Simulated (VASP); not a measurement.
Input:

```xyz
5
Lattice="2.0303 -3.5167 0.0000 2.0303 3.5167 0.0000 0.0000 0.0000 6.3568" Properties=species:S:1:pos:R:3 pbc="T T T"
Mg     0.0000     0.0000     0.0000
Mg     2.0303     1.1722     3.9888
Mg     2.0303    -1.1722     2.3680
Sb     2.0303     1.1722     1.3411
Sb     2.0303    -1.1722     5.0157
```

These are LDA (Ceperley-Alder, Perdew-Zunger), VASP's LDA PAW potentials (set 64) (plane waves; VASP 6.6.1) values and carry that method's errors. Numerical set-up: 500 eV cut-off, 9×9×5 Γ-centred mesh, first-order Methfessel-Paxton smearing of 0.10 eV, potentials Mg Sb.

Unless said otherwise, spin-orbit coupling is left out, though it shifts the bands of the heavy elements here.

Question: Predict the energy per atom (σ→0), pressure, band gap (on the k-mesh) with the smallest direct gap where there is one.

Answer: 
The band gap (on the k-mesh) comes out as none (metal, semimetal or under 0.01 eV), the energy per atom (σ→0) is -2936 meV/atom and the pressure comes out as 30.03 GPa.

Total energies compare only between runs with the same potentials, cut-off and functional.

The compound is Mg3Sb2 in the a-la2o3 structure. It was relaxed first under an external pressure of 30 GPa.
